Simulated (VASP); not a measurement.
The system is TiC3.

```
CELL_PARAMETERS angstrom
4.77498 0.00000 0.00000
-2.38749 4.13526 0.00000
0.00000 0.00000 4.55794
ATOMIC_POSITIONS crystal
Ti 0.33333 0.66667 0.00000
Ti 0.66667 0.33333 0.00000
C 0.66667 0.00000 0.50000
C 0.66667 0.66667 0.50000
C 0.00000 0.33333 0.50000
C 0.33333 0.33333 0.50000
C 0.33333 0.00000 0.50000
C 0.00000 0.66667 0.50000
```

The cell was built by a generator and needn't be a form met in nature.

- Program: VASP 6.6.1
- Task: relaxation of cell and atoms
- Functional: PBE
- Potentials or basis: VASP PAW PBE potentials, release 64 (Ti_sv, C)
- Cutoff: 520 eV
- k mesh: 4 × 4 × 4
- Occupations: gaussian, width 0.15 eV
- Spin: no spin polarisation

At the start: pressure -39.5 GPa; volume 11.25 Å³/atom.

**Question.** How do energy, volume and symmetry change on relaxing?

**Answer.** Over 15 steps the energy falls by 442.8 meV/atom and the volume is 8.18 Å³/atom (-27.3 %); space group P6/mmm (No. 191, to 0.05 Å).

The path:
```csv
step,energy change (eV),largest force (eV/Å),pressure (GPa),volume (Å³)
1,0.0000,0.1007,-39.48,90.00
2,1.0051,0.2212,84.29,58.38
3,-2.7118,0.1195,-5.61,73.45
4,-2.7473,0.1106,-3.13,72.71
5,-2.7471,0.1085,-1.89,72.39
6,-3.1186,0.2569,-1.06,69.71
7,-3.2406,0.8176,14.82,61.28
8,-3.4859,0.7100,4.38,65.29
9,-3.4930,0.7521,5.18,64.67
10,-3.2645,1.9576,-5.51,66.11
11,-3.5404,0.1056,1.44,65.09
12,-3.5406,0.0879,1.63,65.07
13,-3.5406,0.0631,1.72,65.06
14,-3.5381,0.1807,-2.21,65.91
15,-3.5427,0.0357,0.17,65.40
```

Final structure:
```
Ti C
1.0
     4.48674    0.00000    0.00000
    -2.24337    3.88563    0.00000
     0.00000    0.00000    3.75141
Ti C
2 6
Direct
  0.33333 0.66667 0.00000
  0.66667 0.33333 0.00000
  0.66803 0.00000 0.50000
  0.66803 0.66803 0.50000
  0.00000 0.33197 0.50000
  0.33197 0.33197 0.50000
  0.33197 0.00000 0.50000
  0.00000 0.66803 0.50000
```

Caveat: the k mesh is coarse (spacing up to 0.38 Å⁻¹), so the values aren't converged; the volume moved by over 15 % at a fixed basis, so the end points are rough.
